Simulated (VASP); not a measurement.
Ba3Sm under changes of volume

One of the cells (53.661 Å³/atom); the others are scaled copies at fixed shape and fractional positions:

```xyz
8
Lattice="8.5423 0.0000 0.0000 -4.2711 7.3978 0.0000 0.0000 0.0000 6.7931" Properties=species:S:1:pos:R:3 pbc="T T T"
Sm    4.2711    2.4659    1.6983
Sm    0.0000    4.9319    5.0949
Ba    2.2119    1.2770    5.0949
Ba    6.3304    1.2770    5.0949
Ba    4.2711    4.8438    5.0949
Ba    2.0593    6.1208    1.6983
Ba   -2.0593    6.1208    1.6983
Ba    0.0000    2.5540    1.6983
```

The cell comes from a database or a generator and needn't be the stable form of this composition.

| Item | Value |
| --- | --- |
| Program | VASP 6.6.1 |
| Functional | PBE |
| Potentials or basis | VASP PAW PBE potentials, release 64 (Sm, Ba_sv) |
| Cutoff | 520 eV |
| k mesh | 4 × 4 × 4 |
| Occupations | fermi-dirac, width 0.05 eV |
| Spin | collinear spin, ferromagnetic start |
| Starting moments | [5.0, 5.0, 0.0, 0.0, 0.0, 0.0, 0.0, 0.0] μB |

```csv
volume (Å³/atom),energy over the lowest point (meV/atom),pressure (GPa),moment (μB per cell),largest force (eV/Å)
49.453,38.21,1.6,12.95,0.181
50.505,27.91,1.4,13.00,0.176
51.557,19.33,1.2,13.07,0.172
53.661,6.87,0.7,13.19,0.161
54.713,?,?,?,?
55.766,0.00,0.3,13.31,0.149
```

**Question.** What does the run at 54.713 Å³/atom give?

**Answer.** Energy over the lowest point 2.79 meV/atom; pressure 0.5 GPa; moment 13.25 μB per cell; largest force 0.155 eV/Å.

Worked out: A Birch-Murnaghan fit of order 3 (a polynomial in V^(-2/3)) to the other rows has no minimum within the range. It gives 2.78 meV/atom at 54.713 Å³/atom, against the run's 2.79, and -dE/dV = 0.5 GPa, against 0.5. A straight line through the other rows of the moment, of slope 0.0577 μB per Å³/atom, gives 13.25 μB, against the run's 13.25.

Energies are extrapolated to zero smearing.

Caveats: the magnetic or orbital state may not be the lowest; without U or exact exchange the open f shell lies at the Fermi level, which spoils levels, moments and volumes.
